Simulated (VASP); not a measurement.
Level of theory: revPBE GGA, VASP's PBE PAW potentials (set 64) (plane waves; VASP).

VASP ran on this input.

### POSCAR
```
Ho
1
    1.8217725291    -3.1554026376    -0.0000000000
    1.8217725291     3.1554026376     0.0000000000
    0.0000000000     0.0000000000     5.6274420760
Ho
2
Direct
  0.3333330000   0.6666670000   0.2500000000
  0.6666670000   0.3333330000   0.7500000000
```

INCAR:
```
SYSTEM = Ho
PREC = Accurate
ENCUT = 520
EDIFF = 1E-7
NELM = 100
ALGO = Normal
LREAL = .FALSE.
LASPH = .TRUE.
ISMEAR = -5
GGA = RE
LMAXMIX = 6
LWAVE = .FALSE.
LCHARG = .TRUE.
LORBIT = 11
NEDOS = 601
ISIF = 2
```

File KPOINTS:
```
Automatic mesh
0
Gamma
13 13 7
0 0 0
```

POTCAR, in this order: Ho_3 (PBE.64 set). Program: vasp_std.

What VASP printed:

OSZICAR:
```
       N       E                     dE             d eps       ncg     rms          rms(c)
DAV:   1     0.891542883623E+02    0.89154E+02   -0.83252E+03  2392   0.128E+03
DAV:   2    -0.309363756392E+01   -0.92248E+02   -0.90695E+02  3089   0.571E+02
DAV:   3    -0.820099494953E+01   -0.51074E+01   -0.49000E+01  3592   0.998E+01
DAV:   4    -0.845234990879E+01   -0.25135E+00   -0.24296E+00  3788   0.145E+01
DAV:   5    -0.846033987556E+01   -0.79900E-02   -0.78402E-02  3689   0.256E+00    0.238E+01
DAV:   6    -0.846135295111E+01   -0.10131E-02   -0.29243E-02  3651   0.223E+00    0.142E+01
DAV:   7    -0.847114058496E+01   -0.97876E-02   -0.52672E-02  3536   0.311E+00    0.309E-01
DAV:   8    -0.847102100455E+01    0.11958E-03   -0.31247E-03  3193   0.608E-01    0.610E-02
DAV:   9    -0.847106318283E+01   -0.42178E-04   -0.22841E-04  3686   0.181E-01    0.351E-02
DAV:  10    -0.847104534442E+01    0.17838E-04   -0.34834E-05  3678   0.612E-02    0.521E-02
DAV:  11    -0.847105005158E+01   -0.47072E-05   -0.40543E-06  3545   0.196E-02    0.270E-03
DAV:  12    -0.847105075199E+01   -0.70041E-06   -0.23637E-07  2263   0.601E-03    0.141E-03
DAV:  13    -0.847105062741E+01    0.12457E-06   -0.39320E-08  1867   0.481E-03    0.304E-04
DAV:  14    -0.847105071402E+01   -0.86604E-07   -0.19814E-08  1797   0.304E-03
   1 F= -.84710507E+01 E0= -.84710507E+01  d E =0.000000E+00
```

**OUTCAR**
```
------------------------ aborting loop because EDIFF is reached ----------------------------------------
  FORCE on cell =-STRESS in cart. coord.  units (eV):
  Direction    XX          YY          ZZ          XY          YZ          ZX
  --------------------------------------------------------------------------------------
  Total       -0.0113484     -0.0113484      0.1462415      0.0000000      0.0000000     -0.0000000
  in kB       -0.2810306     -0.2810306      3.6215241      0.0000000      0.0000000     -0.0000000
  external PRESSURE =       1.0198210 kB  Pullay stress =       0.0000000 kB
  volume of cell :       64.70
      direct lattice vectors                 reciprocal lattice vectors
     1.821772529 -3.155402638  0.000000000     0.274457975 -0.158458383  0.000000000
     1.821772529  3.155402638  0.000000000     0.274457975  0.158458383  0.000000000
     0.000000000  0.000000000  5.627442076     0.000000000  0.000000000  0.177700630
 POSITION                                       TOTAL-FORCE (eV/Angst)
 -----------------------------------------------------------------------------------
      1.82177      1.05180      1.40686         0.000000     -0.000000      0.000000
      1.82177     -1.05180      4.22058        -0.000000      0.000000      0.000000
 -----------------------------------------------------------------------------------
    total drift:                               -0.000003      0.000093     -0.000011
  FREE ENERGIE OF THE ION-ELECTRON SYSTEM (eV)
  ---------------------------------------------------
  free  energy   TOTEN  =        -8.4710507140 eV

  energy  without entropy=       -8.4710507140  energy(sigma->0) =       -8.47105071

 total charge

# of ion       s       p       d       tot
------------------------------------------
    1        0.468   6.439   1.037   7.944
    2        0.468   6.439   1.037   7.944
--------------------------------------------------
tot          0.936  12.878   2.074  15.888
```
(Selected blocks of OUTCAR.)

### OUTCAR
```
 val. band max:        2.9400456706   @ k =   0.3846   0.2308   0.4286

 cond. band min:       2.8886062297   @ k =   0.3077   0.0769   0.4286


 Fermi energy:         2.8821995808

 k-point     1 :       0.0000    0.0000    0.0000
  band No.  band energies     occupation
      1     -21.5090      2.00000
      2     -21.0409      2.00000
      3     -21.0409      2.00000
      4     -20.9428      2.00000
      5     -20.9428      2.00000
      6     -20.8943      2.00000
      7      -2.3224      2.00000
      8       0.7932      2.00000
      9       3.9653      0.00000
     10       4.7437      0.00000
     11       4.7437      0.00000
     12       5.2380      0.00000
     13       5.4504      0.00000

 k-point     2 :       0.0769    0.0000    0.0000
  band No.  band energies     occupation
      1     -21.4985      2.00000
      2     -21.0608      2.00000
      3     -21.0480      2.00000
      4     -20.9642      2.00000
      5     -20.9452      2.00000
      6     -20.8997      2.00000
      7      -2.1892      2.00000
      8       0.9222      2.00000
      9       3.8209      0.00000
     10       4.4099      0.00000
     11       4.8700      0.00000
     12       5.2843      0.00000
     13       5.5316      0.00000

 k-point     3 :       0.1538    0.0000    0.0000
  band No.  band energies     occupation
      1     -21.4682      2.00000
      2     -21.1162      2.00000
      3     -21.0672      2.00000
      4     -21.0222      2.00000
      5     -20.9524      2.00000
      6     -20.9160      2.00000
      7      -1.8037      2.00000
      8       1.2765      2.00000
      9       3.4498     -0.01099
     10       3.8628      0.00000
     11       4.9077      0.00000
     12       5.2492      0.00000
     13       5.3672      0.00000

 k-point     4 :       0.2308    0.0000    0.0000
  band No.  band energies     occupation
      1     -21.4217      2.00000
      2     -21.1949      2.00000
      3     -21.1012      2.00000
...
```

The 4f electrons are frozen in the core of the lanthanide potential, so 4f levels, which can set the real gap, and their magnetism are missing. For a metal the tetrahedron method with Blöchl corrections gives inexact stress and forces.

The compound is Ho in the hcp structure. It was relaxed first.
